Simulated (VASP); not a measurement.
Consider the following.

```
Al31O48Si
1.0
    9.17585    -4.80660     0.00041
    9.17585     4.80660     0.00041
    6.65764     0.00000     7.93570
Si Al O
1 31 48
Direct
  0.42750   0.42769   0.42343
  0.17600   0.17600   0.17600
  0.07400   0.07400   0.07400
  0.32160   0.33055   0.32053
  0.42600   0.42600   0.92600
  0.17600   0.17600   0.67600
  0.07400   0.07400   0.57400
  0.32400   0.32400   0.82400
  0.42600   0.92600   0.42600
  0.17600   0.67600   0.17600
  0.07400   0.57400   0.07400
  0.32400   0.82400   0.32400
  0.42600   0.92600   0.92600
  0.17600   0.67600   0.67600
  0.07922   0.57112   0.57657
  0.32400   0.82400   0.82400
  0.92600   0.42600   0.42600
  0.67600   0.17600   0.17600
  0.57400   0.07400   0.07400
  0.82400   0.32400   0.32400
  0.92600   0.42600   0.92600
  0.67600   0.17600   0.67600
  0.57150   0.07890   0.56904
  0.82400   0.32400   0.82400
  0.92600   0.92600   0.42600
  0.67600   0.67600   0.17600
  0.57774   0.56742   0.07779
  0.82400   0.82400   0.32400
  0.92600   0.92600   0.92600
  0.67600   0.67600   0.67600
  0.57400   0.57400   0.57400
  0.82400   0.82400   0.82400
  0.22200   0.02800   0.37500
  0.02800   0.37500   0.22200
  0.27800   0.47200   0.12500
  0.12500   0.27800   0.47200
  0.47200   0.12500   0.27800
  0.37500   0.22200   0.02800
  0.22200   0.02800   0.87500
  0.02800   0.37500   0.72200
  0.27827   0.47585   0.62657
  0.12500   0.27800   0.97200
  0.47200   0.12500   0.77800
  0.37327   0.22831   0.52857
  0.22554   0.52267   0.37548
  0.02800   0.87500   0.22200
  0.27800   0.97200   0.12500
  0.12500   0.77800   0.47200
  0.46725   0.63020   0.27601
  0.37500   0.72200   0.02800
  0.22200   0.52800   0.87500
  0.02800   0.87500   0.72200
  0.27800   0.97200   0.62500
  0.12500   0.77800   0.97200
  0.47200   0.62500   0.77800
  0.37500   0.72200   0.52800
  0.72200   0.02800   0.37500
  0.53254   0.37637   0.21884
  0.77800   0.47200   0.12500
  0.62413   0.28222   0.46784
  0.97200   0.12500   0.27800
  0.87500   0.22200   0.02800
  0.72200   0.02800   0.87500
  0.52800   0.37500   0.72200
  0.77800   0.47200   0.62500
  0.62500   0.27800   0.97200
  0.97200   0.12500   0.77800
  0.87500   0.22200   0.52800
  0.72200   0.52800   0.37500
  0.52800   0.87500   0.22200
  0.77800   0.97200   0.12500
  0.62500   0.77800   0.47200
  0.97200   0.62500   0.27800
  0.87500   0.72200   0.02800
  0.72200   0.52800   0.87500
  0.52800   0.87500   0.72200
  0.77800   0.97200   0.62500
  0.62500   0.77800   0.97200
  0.97200   0.62500   0.77800
  0.87500   0.72200   0.52800
```

All values below come from PBE GGA, VASP's PBE PAW potentials (set 64) (plane waves; VASP). Settings: PREC = Normal, LREAL = Auto, ISYM = 0, EDIFF = 1E-5, 400 eV cut-off, 1×1×1 Γ-centred mesh, Gaussian smearing of 0.050 eV, potentials Si Al O. Starting moments (MAGMOM): 80*0.0125. The cell's moment is fixed (NUPDOWN = 1).

The supercell is sampled at Γ alone, which is coarse: total energies, pressure and levels can be off, energies of defects by several tenths of an eV.

**Question.** The ions are relaxed. Predict the relaxed structure.

**Answer.** 
```
Al31O48Si
1.0
    9.17585    -4.80660     0.00041
    9.17585     4.80660     0.00041
    6.65764     0.00000     7.93570
Si Al O
1 31 48
Direct
  0.42463   0.42487   0.42435
  0.17620   0.17638   0.17603
  0.07395   0.07405   0.07376
  0.32215   0.32234   0.32197
  0.42711   0.42620   0.92548
  0.17458   0.17685   0.67705
  0.07292   0.07512   0.57336
  0.32528   0.32318   0.82366
  0.42602   0.92586   0.42690
  0.17670   0.67742   0.17439
  0.07491   0.57368   0.07273
  0.32295   0.82411   0.32508
  0.42539   0.92653   0.92680
  0.17536   0.67994   0.67586
  0.07169   0.57553   0.57469
  0.32427   0.82436   0.82312
  0.92562   0.42727   0.42584
  0.67726   0.17481   0.17638
  0.57353   0.07305   0.07476
  0.82385   0.32546   0.32272
  0.92706   0.42553   0.92611
  0.67598   0.17547   0.67957
  0.57483   0.07187   0.57509
  0.82334   0.32438   0.82405
  0.92634   0.92719   0.42522
  0.67970   0.67613   0.17515
  0.57547   0.57504   0.07130
  0.82425   0.82346   0.32404
  0.92649   0.92661   0.92628
  0.67609   0.67616   0.67574
  0.57400   0.57410   0.57378
  0.82389   0.82402   0.82368
  0.22169   0.02872   0.37516
  0.02850   0.37554   0.22143
  0.27893   0.47213   0.12443
  0.12454   0.27914   0.47182
  0.47195   0.12477   0.27876
  0.37537   0.22183   0.02832
  0.22216   0.02885   0.87458
  0.02899   0.37567   0.72110
  0.28745   0.46714   0.61516
  0.12619   0.27840   0.97059
  0.47285   0.12507   0.77748
  0.37643   0.22746   0.52535
  0.22739   0.52579   0.37619
  0.02869   0.87494   0.22197
  0.27820   0.97094   0.12598
  0.12484   0.77802   0.47262
  0.46688   0.61563   0.28717
  0.37556   0.72140   0.02876
  0.22264   0.52801   0.87258
  0.02740   0.87671   0.72143
  0.27887   0.97391   0.62418
  0.12574   0.77826   0.97100
  0.47165   0.62531   0.77801
  0.37472   0.72168   0.52863
  0.72133   0.02914   0.37522
  0.52576   0.37662   0.22696
  0.77778   0.47302   0.12456
  0.61543   0.28763   0.46656
  0.97075   0.12637   0.27801
  0.87479   0.22233   0.02846
  0.72152   0.02760   0.87636
  0.52880   0.37485   0.72129
  0.77818   0.47177   0.62500
  0.62440   0.27901   0.97356
  0.97122   0.12585   0.77797
  0.87278   0.22280   0.52761
  0.72147   0.52896   0.37448
  0.52780   0.87295   0.22245
  0.77812   0.97135   0.12551
  0.62524   0.77831   0.47137
  0.97381   0.62453   0.27865
  0.87652   0.72170   0.02721
  0.72234   0.52852   0.87454
  0.52839   0.87499   0.72197
  0.77704   0.97501   0.62370
  0.62397   0.77720   0.97452
  0.97481   0.62408   0.77690
  0.87488   0.72240   0.52816
``` The cell ends with 1.00 μB, on the first 30 sites 0.04 0.01 0.01 0.01 0.01 0.01 0.01 0.01 0.01 0.01 0.01 0.01 0.01 0.01 0.01 0.01 0.01 0.01 0.01 0.01 0.01 0.01 0.01 0.01 0.01 0.01 0.01 0.01 0.01 0.01 μB.

**Question.** How much energy does the relaxation gain?

**Answer.** The energy (σ→0) changes by -7.2 meV/atom, in 14 ionic steps.

The cell is a supercell with a defect, built from Al2O3 (corundum): Si_Al.
